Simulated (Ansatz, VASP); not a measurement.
## ZrSi2N4: VASP beside Ansatz

Aim: how closely do two programs agree when they are given the same cell, functional and k mesh? The cell is taken from a series of runs on this material, whose earlier steps may have relaxed, scaled, displaced or heated it; both programs get it as it stands.

Program: Ansatz 0.2.0. Level of theory: plane waves, with VASP 6.6.1 beside it; G0W0 gap at PBEsol. Results are calculated unless marked as measured.

## Step 1: Set-up

The cell holds 7 atoms: 1 Zr, 4 N and 2 Si. Cell: a = 3.034 Å, b = 3.034 Å, c = 37.000 Å, α = 90.0°, β = 90.0°, γ = 120.0°. Vacuum lies along c.

Structure file:

```
Zr N Si
1.0
     3.03365    0.00000    0.00000
    -1.51682    2.62722    0.00000
     0.00000    0.00000   37.00000
Zr N Si
1 4 2
Cartesian
  0.0000 0.0000 18.5000
  0.0000 1.7515 19.7357
  1.5168 0.8757 17.2643
  1.5168 0.8757 21.9537
  0.0000 1.7515 15.0463
  0.0000 1.7515 21.4787
  1.5168 0.8757 15.5213
```

## Step 2: VASP: G0W0 gap, PBEsol

Quasiparticle shifts depend on high empty states and on the cores, so they are the hardest test of two PAW sets.

Lines of VASP's logs that name or quote its potential files are left out, and so is its time.

The run reads the wave functions of an earlier VASP run, which isn't shown here.

Contents of INCAR:

```
SYSTEM = ZrSi2N4
PREC = Accurate
ENCUT = 450
ISMEAR = 0
SIGMA = 0.01
LREAL = .FALSE.
GGA = PS
NBANDS = 183
LASPH = .TRUE.
ALGO = EVGW0
NELMGW = 1
ENCUTGW = 39
NOMEGA = 64
PRECFOCK = Fast
NBANDSGW = 28
LWAVE = .FALSE.
LCHARG = .FALSE.
```

Contents of POSCAR:

```
ZrSi2N4
1.0
    3.0336477114      0.0000000000      0.0000000000
   -1.5168238557      2.6272159842      0.0000000000
    0.0000000000      0.0000000000     37.0000000000
Zr N Si
1 4 2
Direct
    0.0000000000      0.0000000000      0.5000000000
    0.3333333333      0.6666666667      0.5333980272
    0.6666666667      0.3333333333      0.4666019728
    0.6666666667      0.3333333333      0.5933432467
    0.3333333333      0.6666666667      0.4066567533
    0.3333333333      0.6666666667      0.5805043980
    0.6666666667      0.3333333333      0.4194956020
```

Contents of KPOINTS:

```
Automatic mesh
0
Gamma
3 3 1
0 0 0
```

Potentials, in the order of the species: Zr_sv_GW, N_GW and Si_GW (PBE family, release 64).

On the command line:

```
> export OMP_NUM_THREADS=4
> mpirun -np 1 vasp_std
```

Numbers of over 12 decimals in the logs are rounded to 6 here.

What it wrote:

```text
[banner, memory and clock lines left out]
running    1 mpi-ranks, on    1 nodes
 distrk:  each k-point on    1 cores,    1 groups
 distr:  one band on    1 cores,    1 groups
 Offloading initialized ...    1 GPUs detected
 POSCAR found type information on POSCAR ZrN Si
 POSCAR found :  3 types and       7 ions
|                                                                             |
|               ----> ADVICE to this user running VASP <----                  |
|                                                                             |
|     You enforced a specific xc type in the INCAR file but a different       |
|     [... a line on the potential file left out ...]
|     I HOPE YOU KNOW WHAT YOU ARE DOING!                                     |
|                                                                             |

|                                                                             |
|           W    W    AA    RRRRR   N    N  II  N    N   GGGG   !!!           |
|           W    W   A  A   R    R  NN   N  II  NN   N  G    G  !!!           |
|           W    W  A    A  R    R  N N  N  II  N N  N  G       !!!           |
|           W WW W  AAAAAA  RRRRR   N  N N  II  N  N N  G  GGG   !            |
|           WW  WW  A    A  R   R   N   NN  II  N   NN  G    G                |
|           W    W  A    A  R    R  N    N  II  N    N   GGGG   !!!           |
|                                                                             |
|     The default for ENCUTGWSOFT is different in this version of VASP.       |
|     please manually set ENCUTGWSOFT =39 in the INCAR file.                  |
|                                                                             |

 LDA part: xc-table for (Slater+PW92), standard interpolation
 found WAVECAR, reading the header
 POSCAR, INCAR and KPOINTS ok, starting setup
 FFT: planning ... GRIDC
 FFT: planning ... GRID_SOFT
 FFT: planning ... GRID
 reading WAVECAR
 the WAVECAR file was read successfully
 initial charge from wavefunction
 available memory per node:   1615.92 GB, setting MAXMEM to   1654699

 The Fermi energy was updated, please check that it is located mid-gap
 values below the HOMO (VB) or above the LUMO (CB) will cause erroneous energies
 E-fermi :  -2.2395

 calculate exact exchange contribution
 the WAVEDER file was read successfully
energies w=
    0.000    0.000    0.565    0.000    1.130    0.000    1.691    0.000
    2.250    0.000    2.803    0.000    3.352    0.000    3.894    0.000
    4.430    0.000    4.959    0.000    5.481    0.000    5.995    0.000
    6.503    0.000    7.004    0.000    7.499    0.000    7.988    0.000
    8.472    0.000    8.951    0.000    9.427    0.000    9.899    0.000
   10.370    0.000   10.839    0.000   11.307    0.000   11.776    0.000
   12.248    0.000   12.721    0.000   13.199    0.000   13.683    0.000
   14.172    0.000   14.670    0.000   15.178    0.000   15.697    0.000
   16.229    0.000   16.776    0.000   17.340    0.000   17.925    0.000
   18.532    0.000   19.164    0.000   19.826    0.000   20.521    0.000
   21.254    0.000   22.030    0.000   22.855    0.000   23.735    0.000
   24.680    0.000   25.700    0.000   26.805    0.000   28.010    0.000
   29.332    0.000   30.792    0.000   32.415    0.000   34.233    0.000
   36.288    0.000   38.632    0.000   41.333    0.000   44.482    0.000
   48.203    0.000   52.669    0.000   58.129    0.000   64.953    0.000
   73.722    0.000   85.393    0.000  101.669    0.000  125.906    0.000
 responsefunction array rank=     187
 LDA part: xc-table for (Slater+PW92), standard interpolation

 min. memory requirement per mpi rank    481.0 MB, per node    481.0 MB

 allocating  64 responsefunctions rank=   187
 shmem allocating  64 responsefunctions rank=   187
 response function shared by NCSHMEM nodes    1
 Doing            64  frequencies on each core in blocks of            64
NQ=   1    0.0000    0.0000    0.0000,
|.........|.........|.........|.........|.........|.........|.........|.........
 performed         89000 updates of chi_q(r,r)
 total number of BLAS operations         25.02 Gflops
NQ=   2    0.3333    0.0000    0.0000,
|.........|.........|.........|.........|.........|.........|.........|.........
 performed        239000 updates of chi_q(r,r)
 total number of BLAS operations         57.89 Gflops
NQ=   3    0.3333    0.3333    0.0000,
|.........|.........|.........|.........|.........|.........|.........|.........
 performed        348000 updates of chi_q(r,r)
 total number of BLAS operations         79.29 Gflops
 resolving degeneracies of screened two electron integrals

 calculate QP shifts <psi_nk| G(iteration)W_0 |psi_nk>: iteration 1
 entering main loop
```

From OUTCAR (step 2):

```text
ion  position               nearest neighbor table
   1  0.000  0.000  0.500-   2 2.14   3 2.14   2 2.14   3 2.14   3 2.14   2 2.14
   2  0.333  0.667  0.533-   6 1.74   1 2.14   1 2.14   1 2.14
   3  0.667  0.333  0.467-   7 1.74   1 2.14   1 2.14   1 2.14
   4  0.667  0.333  0.593-   6 1.81   6 1.81   6 1.81
   5  0.333  0.667  0.407-   7 1.81   7 1.81   7 1.81
   6  0.333  0.667  0.581-   2 1.74   4 1.81   4 1.81   4 1.81
   7  0.667  0.333  0.419-   3 1.74   5 1.81   5 1.81   5 1.81

  LATTYP: Found a hexagonal cell.
 ALAT       =     3.0336477114
 C/A-ratio  =    12.1965381349

 Subroutine GETGRP returns: Found 12 space group operations
 (whereof 12 operations were pure point group operations)

The static configuration has the point symmetry D_3d.

 Found      3 irreducible k-points:

   k-points           NKPTS =      3   k-points in BZ     NKDIM =      9   number of bands    NBANDS=    183

   dimension x,y,z NGX =    24 NGY =   24 NGZ =  256
   dimension x,y,z NGXF=    48 NGYF=   48 NGZF=  512

   ENCUT  =  450.0 eV  33.07 Ry    5.75 a.u.   5.25  5.25 64.00*2*pi/ulx,y,z

   NELECT =      40.0000    total number of electrons

  energy-cutoff  :      450.00
  volume of cell :      294.89
      direct lattice vectors                 reciprocal lattice vectors
     3.033647711  0.000000000  0.000000000     0.329636166  0.190315529 -0.000000000
    -1.516823856  2.627215984  0.000000000     0.000000000  0.380631058  0.000000000
     0.000000000  0.000000000 37.000000000     0.000000000 -0.000000000  0.027027027

 k-points in reciprocal lattice and weights: Automatic mesh
   0.00000000  0.00000000  0.00000000       0.111
   0.33333333  0.00000000  0.00000000       0.667
   0.33333333  0.33333333  0.00000000       0.222

 E-fermi :  -2.2395

 QP shifts <psi_nk| G(iteration)W_0 |psi_nk>: iteration 1
 for sc-GW calculations column KS-energies equals QP-energies in previous step
 and V_xc(KS)=  KS-energies - (<T + V_ion + V_H > + <T+V_H+V_ion>^1  + <V_x>^1)
 k-point   1 :       0.0000    0.0000    0.0000
  band No.  KS-energies  QP-energies   sigma(KS)   V_xc(KS)     V^pw_x(r,r')   Z            occupation Imag(sigma)
    ...
     17      -5.1614      -5.5855     -14.9535     -14.4628     -18.7588       0.8643       2.0000       0.0992
     18      -4.1834      -4.3365     -15.8249     -15.6480     -19.3512       0.8657       2.0000      -0.0036
     19      -2.8828      -2.6487     -16.7844     -17.0546     -20.4764       0.8665       2.0000      -0.0171
     20      -2.8828      -2.6487     -16.7844     -17.0546     -20.4764       0.8665       2.0000      -0.0171
     21      -0.2347       1.3300     -12.6735     -14.3855      -8.6293       0.9140       0.0000       0.0101
     22       0.5135       2.3510     -13.2509     -15.2956      -8.8078       0.8987       0.0000      -0.0169
     23       0.5135       2.3510     -13.2509     -15.2956      -8.8078       0.8987       0.0000      -0.0169
     24       1.0918       2.4395     -11.8678     -13.3399      -7.9711       0.9155       0.0000      -0.0060
    ...

 k-point   2 :       0.3333    0.0000    0.0000
  band No.  KS-energies  QP-energies   sigma(KS)   V_xc(KS)     V^pw_x(r,r')   Z            occupation Imag(sigma)
    ...
     17      -5.1620      -5.3094     -15.8619     -15.6905     -19.8331       0.8596       2.0000       0.0567
     18      -4.2808      -4.4961     -15.6128     -15.3611     -19.2975       0.8551       2.0000       0.0333
     19      -3.7588      -3.8554     -15.9994     -15.8868     -19.5620       0.8582       2.0000      -0.0039
     20      -3.4421      -3.2704     -16.5771     -16.7755     -20.3237       0.8654       2.0000      -0.0059
     21      -1.5962      -0.2055     -12.3798     -13.8992      -8.9085       0.9153       0.0000       0.0523
     22       1.1112       2.4843     -10.1229     -11.6046      -6.2018       0.9267       0.0000       0.0038
     23       1.6153       3.1203     -10.5932     -12.2392      -6.3613       0.9143       0.0000      -0.0299
     24       2.2936       4.1571     -13.2438     -15.3254      -8.8168       0.8952       0.0000      -0.0655
    ...

 k-point   3 :       0.3333    0.3333    0.0000
  band No.  KS-energies  QP-energies   sigma(KS)   V_xc(KS)     V^pw_x(r,r')   Z            occupation Imag(sigma)
    ...
     17      -5.7460      -5.8077     -15.2873     -15.2149     -19.3191       0.8529       2.0000       0.0999
     18      -4.1648      -4.1451     -15.8564     -15.8792     -19.6116       0.8624       2.0000       0.0085
     19      -3.8232      -4.0088     -16.0878     -15.8694     -19.9445       0.8500       2.0000       0.0223
     20      -3.8232      -4.0088     -16.0878     -15.8694     -19.9445       0.8500       2.0000       0.0223
     21       1.3660       3.1510     -13.4945     -15.4803      -9.4094       0.8989       0.0000      -0.0177
     22       1.3660       3.1510     -13.4945     -15.4803      -9.4094       0.8989       0.0000      -0.0177
     23       1.5434       3.3416     -13.0587     -15.0645      -8.5940       0.8965       0.0000      -0.0424
     24       3.6894       5.3554     -11.2106     -13.0293      -7.2228       0.9161       0.0000      -0.0316
    ...
```

(Continued in part 2 of 2.)

[Lines on the potential files, build, host, timing and source positions are cut from VASP's logs without a mark.]

[Logs are printed without paths, hosts, clocks, repeated set-up lines and the standing remarks that a program may print on its own settings, such as how far it seeks lower states.]

[Hosts, paths, dates, database ids (printed as entryN), source tags and the programs' standing remarks are cut or masked in the printed files.]
